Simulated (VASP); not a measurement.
Consider the following.

```yaml
crystal:
  lattice:
    - [0.00000, 2.52490, 2.52490]
    - [2.52490, 0.00000, 2.52490]
    - [2.52490, 2.52490, 0.00000]
  atoms:
    - { symbol: Hf, position: [0.00000, 0.00000, 0.00000] }
    - { symbol: O, position: [0.25000, 0.25000, 0.25000] }
    - { symbol: O, position: [0.75000, 0.75000, 0.75000] }
```

These are PBE GGA with D3 dispersion (zero damping), VASP's PBE PAW potentials (set 64) (plane waves; VASP) values and carry that method's errors. Run with 520 eV cut-off, 9×9×9 Γ-centred mesh, tetrahedra with Blöchl corrections, potentials Hf_pv O.

Problem. Estimate the energy per atom (σ→0).

Solution. 
```yaml
energy per atom (σ→0): -10.268 eV/atom
```

The compound is HfO2 in the fluorite structure, the high-temperature cubic form, which is unstable at 0 K; the monoclinic form is the stable one. It was relaxed first.
